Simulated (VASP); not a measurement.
The system is SiBr.

```xyz
4
Lattice="3.3321 0.0000 0.0000 -1.6661 2.8857 0.0000 0.0000 0.0000 10.3202" Properties=species:S:1:pos:R:3 pbc="T T T"
Si    0.0000    1.9238    3.5435
Si    1.6661    0.9619    8.7037
Br    0.0000    1.9238    0.3073
Br    1.6661    0.9619    5.4674
```

The cell was built by a generator and needn't be a form met in nature.

```yaml
Program: VASP 6.6.1
Task: relaxation of cell and atoms
Functional: LDA
Potentials_or_basis: VASP PAW LDA potentials, release 64 (Si, Br)
Cutoff: 600 eV
k_mesh: 9 × 9 × 3
Occupations: gaussian, width 0.05 eV
Spin: no spin polarisation
```

At the start: pressure -3.4 GPa; volume 24.81 Å³/atom.

Question: How do energy, volume and symmetry change on relaxing?

Answer: Over 39 steps the energy falls by 116.5 meV/atom and the volume is 23.48 Å³/atom (-5.4 %); space group P6_3mc (No. 186, to 0.05 Å).

Step by step:
```csv
step,energy change (eV),largest force (eV/Å),pressure (GPa),volume (Å³)
1,0.0000,0.1167,-3.35,99.23
2,-0.0803,0.2987,-0.03,91.97
3,-0.0804,0.2870,-0.12,92.15
4,-0.0932,0.1326,-0.03,91.01
5,-0.0942,0.0819,0.01,90.62
6,-0.0991,0.0685,-0.06,90.39
7,-0.1101,0.0480,-0.21,89.68
8,-0.1256,0.1298,-0.19,88.19
9,-0.0901,0.3854,2.14,84.98
10,-0.1262,0.2062,0.18,87.46
11,-0.1292,0.1977,0.14,87.36
12,-0.1380,0.1909,0.10,87.08
13,-0.1581,0.2343,0.19,86.51
14,-0.2101,0.3290,1.41,85.35
15,0.5310,2.9622,12.38,82.96
16,-0.2048,0.3281,1.50,85.28
17,-0.1663,0.1412,4.09,84.29
18,-0.2078,0.3022,1.82,85.10
19,-0.2086,0.2450,2.28,84.90
20,-0.2113,0.2155,2.42,84.89
21,-0.2136,0.1449,2.74,84.87
22,-0.2207,0.1467,2.65,84.99
23,-0.2413,0.1491,2.38,85.37
24,-0.2786,0.1505,1.85,86.11
25,-0.3371,0.1553,0.94,87.62
26,-0.4114,0.1669,-0.17,90.63
27,-0.4502,0.2080,-0.39,96.72
28,-0.4526,0.1099,-0.47,95.72
29,-0.4603,0.0854,-0.71,95.07
30,-0.4606,0.1274,-0.80,94.92
31,-0.4647,0.0615,-0.25,93.77
32,-0.4652,0.0220,0.08,93.11
33,-0.4652,0.0266,0.05,93.18
34,-0.4652,0.0283,0.03,93.21
35,-0.4654,0.0263,0.03,93.26
36,-0.4657,0.0209,0.02,93.40
37,-0.4661,0.0085,0.00,93.70
38,-0.4659,0.0174,-0.01,94.28
39,-0.4662,0.0013,-0.01,93.92
```

Final structure:
```
Si Br
1.0
     3.27499   -0.00001    0.00000
    -1.63750    2.83622    0.00000
     0.00000    0.00000   10.11135
Si Br
2 2
Direct
  0.33333 0.66667 0.29638
  0.66667 0.33333 0.79638
  0.33333 0.66667 0.07676
  0.66667 0.33333 0.57676
```
